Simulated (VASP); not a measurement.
Consider the following.

```
CELL_PARAMETERS angstrom
      4.25862     0.00000     0.00000
     -2.12931     3.68807     0.00000
      0.00000     0.00000     6.97482
ATOMIC_POSITIONS crystal
  Sr 0.33333 0.66667 0.25000
  Sr 0.66667 0.33333 0.75000
```

Calculation: PBEsol GGA, VASP's PBE PAW potentials (set 64) (plane waves; VASP 6.6.1). Run with 300 eV cut-off, 12×12×7 Γ-centred mesh, Gaussian smearing of 0.27 eV, potentials Sr_sv.

At this cut-off the stress carries a Pulay error, which pulls relaxed volumes low. Energy and stress use the plane-wave basis of the starting cell.

**Question.** The ions, cell shape and volume are relaxed. Give the cell that the relaxation ends in.

**Answer.** 
```
CELL_PARAMETERS angstrom
      4.19257     0.00000     0.00000
     -2.09628     3.63087     0.00000
      0.00000     0.00000     6.86886
ATOMIC_POSITIONS crystal
  Sr 0.33333 0.66667 0.25000
  Sr 0.66667 0.33333 0.75000
```
Space group P6_3/mmc (194), at a tolerance of 0.03 Å.

**Question.** How do energy and volume change from the first to the last step?

**Answer.** The energy (σ→0) changes by -4.8 meV/atom and the volume by -4.6 %, in 3 ionic steps.

The structure comes from a computed database's Sr entry; how it stands against other phases isn't given here. This run relaxes it. Symmetry was kept, so distortions that lower it aren't found. The run is one of a series of settings (EDIFFG = -0.01, IBRION = 2, ISIF = 3, NSW = 50 against the base run), some of them coarse on purpose.
